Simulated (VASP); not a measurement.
Wanted: the native input for a VASP 6.6.1 run.

```yaml
Task: single point
Functional: PBEsol
Potentials_or_basis: VASP PAW PBE potentials, release 64 (Pm, S)
Cutoff: 520 eV
k_mesh: 5 × 3 × 5
Occupations: gaussian, width 0.05 eV
Spin: collinear spin, antiferromagnetic start
Starting_moments: "[4.0, -4.0, 0.0, 0.0] μB"
Hubbard_terms: Pm f U = 2 eV
Supercell_matrix: "[1, 1, 0, -1, 1, 0, 0, 0, 1]"
Further_INCAR_settings: ALGO = Normal; EDIFF = 1e-07
```

The structure of PmS lies in POSCAR:

```
PmS
1.0
    1.8775673300      3.2520420000      0.0000000000
   -5.6327019700      3.2520420000      0.0000000000
    0.0000000000      0.0000000000      3.6648253700
Pm S
2 2
Direct
    0.0000000000      0.0000000000      0.0000000000
    0.5000000000      0.5000000000      0.0000000000
    0.5000000000      0.8333333333      0.5000000000
    0.0000000000      0.3333333333      0.5000000000
```

The cell comes from a database or a generator and needn't be the stable form of this composition.

These files were run (other wordings do the same):

INCAR

```
  PREC = Accurate
  ENCUT = 520
  EDIFF = 1E-7
  ISMEAR = 0
  SIGMA = 0.05
  LREAL = F
  LASPH = T
  NELM = 100
  ALGO = Normal
  ISIF = 2
  LWAVE = F
  LCHARG = T
  ISPIN = 2
  MAGMOM = 4 -4 0 0
  LORBIT = 11
  LMAXMIX = 6
  LDAU = T
  LDAUTYPE = 2
  LDAUL = 3 -1
  LDAUU = 2 0
  LDAUJ = 0 0
  LDAUPRINT = 1
  GGA = PS
  LELF = T
  LVHAR = T
```

KPOINTS

```
regular mesh
0
Gamma
  5 3 5
```

Potentials or basis: VASP PAW PBE potentials, release 64 (Pm, S).

Run with:

```console
$ cat potpaw_PBE.64/Pm/POTCAR potpaw_PBE.64/S/POTCAR > POTCAR
$ mpirun -np 1 vasp_std > vasp.out
```

Results of the run:

The pressure is 5.0 GPa. The largest force is 0.051 eV/Å, the band gap on the k mesh is none (metal or under the smearing width) and the net moment is 0.00 μB per cell. The site moments are Pm +4.45, -4.45; S -0.02, +0.02 μB and the valence electrons inside the program's atomic spheres are Pm 12.48; S 3.77.

Caveat: the magnetic or orbital state may not be the lowest; the PAW data sets were made with another functional, which shifts forces and pressure a little; spin-orbit coupling is left out, which moves the levels of the heavy elements.

It took 3.2 min on 1 thread of AMD EPYC 7R43 64-Core Processor (Zen 3), with other jobs on the host, peak memory 0.21 GiB.
